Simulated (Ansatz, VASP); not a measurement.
**Cross-check of KZnF3 between VASP and Ansatz**

Aim: how closely do two programs agree when they are given the same cell, functional and k mesh? The cell is taken from a series of runs on this material, whose earlier steps may have relaxed, scaled, displaced or heated it; both programs get it as it stands.

Method: plane waves, with VASP 6.6.1 beside it; relaxation of cell and atoms at LDA, in Ansatz 0.2.0.

## (1) The structure

Symmetry: Pm-3m, No. 221, cubic system. Conventional cell: a = 3.973 Å, b = 3.973 Å, c = 3.973 Å, α = 90.00°, β = 90.00°, γ = 90.00°. K has 12 F at 2.81 Å nearest. Nearest to Zn lie 6 F at 1.99 Å. Nearest to F lie 2 Zn at 1.99 Å and 4 K at 2.81 Å. Farther neighbours and most contacts between anions are not listed.

Coordinates:

```cif
data_structure
_symmetry_space_group_name_H-M 'P 1'
_symmetry_Int_Tables_number 1
_cell_length_a 3.9735
_cell_length_b 3.9735
_cell_length_c 3.9735
_cell_angle_alpha 90.000
_cell_angle_beta 90.000
_cell_angle_gamma 90.000
_cell_volume 62.74
loop_
_atom_site_label
_atom_site_type_symbol
_atom_site_fract_x
_atom_site_fract_y
_atom_site_fract_z
_atom_site_occupancy
K1 K 0.00000 0.00000 0.00000 1
Zn2 Zn 0.50000 0.50000 0.50000 1
F3 F 0.50000 0.50000 0.00000 1
F4 F 0.00000 0.50000 0.50000 1
F5 F 0.50000 0.00000 0.50000 1
```

## (2) VASP: relaxation of cell and atoms, LDA

The relaxed volume is the usual yardstick between codes: in a stiff, nearly cubic crystal its relative difference is about their pressure difference at one cell divided by the bulk modulus.

Lines of VASP's logs that name or quote its potential files are left out, and so is its time.

The input, INCAR:

```
SYSTEM = KZnF3
PREC = Accurate
ENCUT = 600
EDIFF = 1E-07
NELM = 120
ISMEAR = 0
SIGMA = 0.01
LREAL = .FALSE.
ALGO = Normal
GGA = CA
NBANDS = 27
LORBIT = 11
LWAVE = .FALSE.
LCHARG = .FALSE.
ISIF = 3
IBRION = 2
NSW = 80
EDIFFG = -0.005
LASPH = .TRUE.
GGA_COMPAT = .FALSE.
NELMIN = 4
EFERMI = MIDGAP
KPAR = 2
```

The input, POSCAR:

```
KZnF3
1.0
    3.9734720000      0.0000000000      0.0000000000
    0.0000000000      3.9734720000      0.0000000000
    0.0000000000      0.0000000000      3.9734720000
K Zn F
1 1 3
Direct
    0.0000000000      0.0000000000      0.0000000000
    0.5000000000      0.5000000000      0.5000000000
    0.5000000000      0.5000000000      0.0000000000
    0.0000000000      0.5000000000      0.5000000000
    0.5000000000      0.0000000000      0.5000000000
```

The input, KPOINTS:

```
Automatic mesh
0
Gamma
8 8 8
0 0 0
```

PAW data sets: K_sv, Zn and F (LDA family, release 64).

Command:

```sh
mpirun -np 2 vasp_std
```

Numbers of over 12 decimals in the logs are rounded to 6 here.

What it wrote:

```text
[banner, memory and clock lines left out]
running    2 mpi-ranks, on    1 nodes
 distrk:  each k-point on    1 cores,    2 groups
 distr:  one band on    1 cores,    1 groups

 POSCAR found type information on POSCAR K ZnF
 POSCAR found :  3 types and       5 ions
 LDA part: xc-table for (Slater(with rela. corr.)+CA(PZ))
 , standard interpolation
 POSCAR, INCAR and KPOINTS ok, starting setup
 FFT: planning ... GRIDC
 FFT: planning ... GRID_SOFT
 FFT: planning ... GRID
 WAVECAR not read
 entering main loop
       N       E                     dE             d eps       ncg     rms          rms(c)
DAV:   1     0.495792638907E+03    0.49579E+03   -0.24389E+04  1890   0.213E+03
DAV:   2     0.214635766729E+02   -0.47433E+03   -0.45551E+03  2088   0.520E+02
DAV:   3    -0.238634780507E+02   -0.45327E+02   -0.44990E+02  2234   0.165E+02
DAV:   4    -0.250997279063E+02   -0.12362E+01   -0.12321E+01  2960   0.256E+01
DAV:   5    -0.251210022995E+02   -0.21274E-01   -0.21253E-01  2515   0.279E+00    0.121E+01
DAV:   6    -0.231364635395E+02    0.19845E+01   -0.62392E+00  2863   0.369E+01    0.798E+00
DAV:   7    -0.231552629828E+02   -0.18799E-01   -0.12180E+00  2097   0.745E+00    0.498E+00
DAV:   8    -0.231430833412E+02    0.12180E-01   -0.45371E-01  2678   0.123E+01    0.148E+00
DAV:   9    -0.231142912077E+02    0.28792E-01   -0.70650E-02  2912   0.764E+00    0.562E-01
DAV:  10    -0.231108427720E+02    0.34484E-02   -0.56310E-02  2857   0.543E+00    0.192E-01
DAV:  11    -0.231109582688E+02   -0.11550E-03   -0.73210E-03  2099   0.761E-01    0.122E-01
DAV:  12    -0.231109064279E+02    0.51841E-04   -0.45656E-04  2470   0.178E-01    0.845E-02
DAV:  13    -0.231107831791E+02    0.12325E-03   -0.56386E-04  2915   0.811E-01    0.804E-03
DAV:  14    -0.231107945273E+02   -0.11348E-04   -0.12071E-04  2102   0.742E-02    0.122E-02
DAV:  15    -0.231107922279E+02    0.22995E-05   -0.52521E-06  2873   0.556E-02    0.526E-03
DAV:  16    -0.231107921331E+02    0.94768E-07   -0.13186E-06  2096   0.920E-03    0.328E-03
DAV:  17    -0.231107920380E+02    0.95093E-07   -0.12408E-07  1256   0.629E-03
   1 F= -.23110792E+02 E0= -.23110792E+02  d E =-.231108E+02
 curvature:   0.00 expect dE= 0.000E+00 dE for cont linesearch  0.000E+00
 trial: gam= 0.00000 g(F)=  0.000E+00 g(S)=  0.990E-03 ort = 0.000E+00 (trialstep = 0.100E+01)
 search vector abs. value=  0.990E-03
 bond charge predicted
       N       E                     dE             d eps       ncg     rms          rms(c)
DAV:   1    -0.231235929268E+02   -0.12801E-01   -0.22792E-01  2196   0.642E+00    0.853E-01
DAV:   2    -0.231123960370E+02    0.11197E-01   -0.44728E-02  2187   0.231E+00    0.245E-01
DAV:   3    -0.231114002324E+02    0.99580E-03   -0.14762E-03  2307   0.105E+00    0.149E-01
DAV:   4    -0.231111920255E+02    0.20821E-03   -0.77486E-04  3072   0.311E-01    0.829E-02
DAV:   5    -0.231111798333E+02    0.12192E-04   -0.82138E-05  2810   0.112E-01    0.205E-02
DAV:   6    -0.231111761837E+02    0.36495E-05   -0.15338E-05  3427   0.172E-01    0.466E-03
DAV:   7    -0.231111761311E+02    0.52670E-07   -0.27605E-06  2820   0.218E-02    0.291E-03
DAV:   8    -0.231111760799E+02    0.51131E-07   -0.85383E-07  2750   0.187E-02
   2 F= -.23111176E+02 E0= -.23111176E+02  d E =-.384042E-03
 trial-energy change:   -0.000384  1 .order   -0.000396   -0.000990    0.000198
 step:   0.8244(harm=  0.8330)  dis= 0.00000  next Energy=   -23.111194 (dE=-0.402E-03)
 bond charge predicted
       N       E                     dE             d eps       ncg     rms          rms(c)
DAV:   1    -0.231115699364E+02   -0.39381E-03   -0.69958E-03  2256   0.113E+00    0.150E-01
DAV:   2    -0.231112239613E+02    0.34598E-03   -0.13847E-03  2172   0.407E-01    0.429E-02
DAV:   3    -0.231111935212E+02    0.30440E-04   -0.45215E-05  2304   0.184E-01    0.258E-02
DAV:   4    -0.231111871424E+02    0.63787E-05   -0.24623E-05  3067   0.548E-02    0.144E-02
DAV:   5    -0.231111867828E+02    0.35966E-06   -0.25349E-06  2817   0.199E-02    0.373E-03
DAV:   6    -0.231111866618E+02    0.12093E-06   -0.44607E-07  2975   0.302E-02    0.792E-04
DAV:   7    -0.231111866607E+02    0.11451E-08   -0.82099E-08  1268   0.381E-03
   3 F= -.23111187E+02 E0= -.23111187E+02  d E =-.394623E-03
 curvature:  -0.42 expect dE=-0.253E-06 dE for cont linesearch -0.253E-06
 trial: gam=-0.02417 g(F)=  0.521E-65 g(S)=  0.608E-06 ort = 0.245E-04 (trialstep = 0.965E+00)
 search vector abs. value=  0.473E-09
 reached required accuracy - stopping structural energy minimisation
```

Parts of OUTCAR (step 2):

```text
ion  position               nearest neighbor table
   1  0.000  0.000  0.000-   3 2.81   4 2.81   5 2.81   4 2.81   5 2.81   3 2.81   4 2.81   4 2.81
                             3 2.81   5 2.81   5 2.81   3 2.81
   2  0.500  0.500  0.500-   3 1.99   4 1.99   5 1.99   3 1.99   5 1.99   4 1.99
   3  0.500  0.500  0.000-   2 1.99   2 1.99   1 2.81   1 2.81   1 2.81   1 2.81
   4  0.000  0.500  0.500-   2 1.99   2 1.99   1 2.81   1 2.81   1 2.81   1 2.81
   5  0.500  0.000  0.500-   2 1.99   2 1.99   1 2.81   1 2.81   1 2.81   1 2.81

  LATTYP: Found a simple cubic cell.
 ALAT       =     3.9734720000

 Subroutine GETGRP returns: Found 48 space group operations
 (whereof 48 operations were pure point group operations)

The static configuration has the point symmetry O_h .

 Found     35 irreducible k-points:

   k-points           NKPTS =     35   k-points in BZ     NKDIM =     35   number of bands    NBANDS=     27

   dimension x,y,z NGX =    32 NGY =   32 NGZ =   32
   dimension x,y,z NGXF=    64 NGYF=   64 NGZF=   64

   ENCUT  =  600.0 eV  44.10 Ry    6.64 a.u.   7.94  7.94  7.94*2*pi/ulx,y,z

   NELECT =      42.0000    total number of electrons

 k-points in reciprocal lattice and weights: Automatic mesh
   0.00000000  0.00000000  0.00000000       0.002
   0.12500000  0.00000000  0.00000000       0.012
   0.25000000  0.00000000  0.00000000       0.012
   0.37500000  0.00000000  0.00000000       0.012
   0.50000000  0.00000000  0.00000000       0.006
   0.12500000  0.12500000  0.00000000       0.023
   0.25000000  0.12500000  0.00000000       0.047
   0.37500000  0.12500000  0.00000000       0.047
   0.50000000  0.12500000  0.00000000       0.023
[...]
0.50000000  0.50000000  0.37500000       0.012
   0.50000000  0.50000000  0.50000000       0.002

 average (electrostatic) potential at core
       1 -34.2661       2 -37.6416       3 -77.9879       4 -77.9879       5 -77.9879

 E-fermi :   1.2326

 k-point     1 :       0.0000    0.0000    0.0000
  band No.  band energies     occupation
    ...
     17      -3.0060      2.00000
     18      -3.0060      2.00000
     19      -2.7508      2.00000
     20      -2.7508      2.00000
     21      -2.7508      2.00000
     22       3.1010      0.00000
     23       7.5947      0.00000
     24       7.5947      0.00000
     25       8.5516      0.00000
     26      10.1409      0.00000
    ...

 k-point     2 :       0.1250    0.0000    0.0000
  band No.  band energies     occupation
    ...
     17      -2.9713      2.00000
     18      -2.9713      2.00000
     19      -2.7354      2.00000
     20      -2.7354      2.00000
     21      -2.7259      2.00000
     22       3.4267      0.00000
     23       7.7401      0.00000
     24       7.7545      0.00000
     25       8.7082      0.00000
     26      10.1658      0.00000
    ...

 k-point     3 :       0.2500    0.0000    0.0000
  band No.  band energies     occupation
    ...
     17      -2.9439      2.00000
     18      -2.9439      2.00000
     19      -2.6613      2.00000
     20      -2.6613      2.00000
     21      -2.5632      2.00000
     22       4.2797      0.00000
     23       7.9795      0.00000
     24       8.1037      0.00000
     25       9.2709      0.00000
     26      10.2199      0.00000
    ...

  Total        0.0045826      0.0045826      0.0045826     -0.0000000     -0.0000000      0.0000000
  in kB        0.1165188      0.1165188      0.1165188     -0.0000000     -0.0000000      0.0000000
  external PRESSURE =       0.1165188 kB  Pullay stress =       0.0000000 kB

  energy-cutoff  :      600.00
  volume of cell :       63.01
      direct lattice vectors                 reciprocal lattice vectors
     3.979317262 -0.000000000  0.000000000     0.251299390  0.000000000  0.000000000
    -0.000000000  3.979317262  0.000000000     0.000000000  0.251299390  0.000000000
    -0.000000000 -0.000000000  3.979317262    -0.000000000 -0.000000000  0.251299390

 POSITION                                       TOTAL-FORCE (eV/Angst)
 -----------------------------------------------------------------------------------
      0.00000      0.00000      0.00000        -0.000000      0.000000      0.000000
      1.98966      1.98966      1.98966         0.000000     -0.000000      0.000000
      1.98966      1.98966      0.00000        -0.000000      0.000000      0.000000
     -0.00000      1.98966      1.98966         0.000000     -0.000000      0.000000
      1.98966     -0.00000      1.98966        -0.000000     -0.000000      0.000000
 -----------------------------------------------------------------------------------
    total drift:                                0.000000     -0.000000     -0.000000

  FREE ENERGIE OF THE ION-ELECTRON SYSTEM (eV)
  ---------------------------------------------------
  free  energy   TOTEN  =       -23.1111866607 eV

  energy  without entropy=      -23.1111866607  energy(sigma->0) =      -23.11118666

 reached required accuracy - stopping structural energy minimisation

 total charge
# of ion       s       p       d       tot
------------------------------------------
    1        1.953   5.569   0.028   7.551
    2        0.370   0.428   9.980  10.778
    3        1.720   4.353   0.000   6.074
    4        1.720   4.353   0.000   6.074
    5        1.720   4.353   0.000   6.074
--------------------------------------------------
tot          7.485  19.057  10.009  36.550

[... 3 further parts left out ...]
```

CONTCAR:

```
KZnF3
   1.00000000000000
     3.9793172616362442   -0.0000000000000000    0.0000000000000000
    -0.0000000000000000    3.9793172616362442    0.0000000000000000
    -0.0000000000000000   -0.0000000000000000    3.9793172616362442
  K               Zn              F
     1     1     3
Direct
     0.0000000000000000    0.0000000000000000    0.0000000000000000
     0.5000000000000000    0.5000000000000000    0.5000000000000000
     0.5000000000000000    0.5000000000000000    0.0000000000000000
     0.0000000000000000    0.5000000000000000    0.5000000000000000
     0.5000000000000000    0.0000000000000000    0.5000000000000000
```

(Part 1 of 2 ends here.)

[Lines on the potential files, build, host, timing and source positions are cut from VASP's logs without a mark.]

[Logs are printed without paths, hosts, clocks, repeated set-up lines and the standing remarks that a program may print on its own settings, such as how far it seeks lower states.]

[Hosts, paths, dates, database ids (printed as entryN), source tags and the programs' standing remarks are cut or masked in the printed files.]
